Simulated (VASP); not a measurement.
## Sc: energy against strain

Sc (hcp, P6_3/mmc, 24.594 Å³/atom and stress up to 0.10 GPa in the relaxed cell, c along z) under a strain ε along c (axis z), the other axes held. PBE in VASP (plane waves, PAW), 480 eV, 18×18×8 Γ-centred mesh, Methfessel-Paxton smearing 0.10 eV; ions are relaxed, or left where forces stay under 0.02 eV/Å, within the symmetry of each cell.

Here s stands for strain and y for E less E0.

```
strain (%)  E less E0 (meV/atom)
----------  --------------------
-3.00                          ?
-1.50                       1.82
-1.00                       0.80
-0.50                       0.20
0.00                        0.00
0.50                        0.17
1.00                        0.68
1.50                        1.54
```

### Question
Fit y against s with a parabola, and predict the withheld value at s = -3.00.

### Answer
Least squares gives y = -0.003 - 0.0793·s + 0.7471·s². Residuals (row less fit): 0.023, -0.023, -0.023, 0.003, 0.026, 0.015, -0.019; standard error 0.027 (degrees of freedom: 4). Twice the quadratic coefficient over the volume, 2 × 0.7471 meV × 10⁴ × 0.1602 / 24.594 Å³, is the elastic constant C33 = about 97 GPa. At the withheld row, y = -0.003 - 0.0793 × (-3.0) + 0.7471 × (-3.0)² = 6.959 meV/atom. The calculation gives 7.51 meV/atom, 0.551 meV/atom above the prediction (7.3 % of the range of y in the table). The row lies outside the fitted rows, so this is an extrapolation. From the scatter of the fitted rows alone, a prediction at this place has a standard error of 0.103 meV/atom, so the miss is 5.3 times that.

A polynomial of degree 3 through the 12 other runs of the series gives 7.47 there, so most of the miss is curvature that the fit leaves out. In a metal these values are sensitive to mesh and smearing; energies are taken to zero smearing, stresses follow the free energy. The runs aren't spin-polarised. Rows are the converged runs of the series near zero and its far end, less any whose ions stayed unrelaxed beside relaxed ones; series whose fitted rows scatter by over a few per cent of the range, as at a crossing or softening among them, aren't shown in this form. Most that stay on the fit to the last digits aren't either.
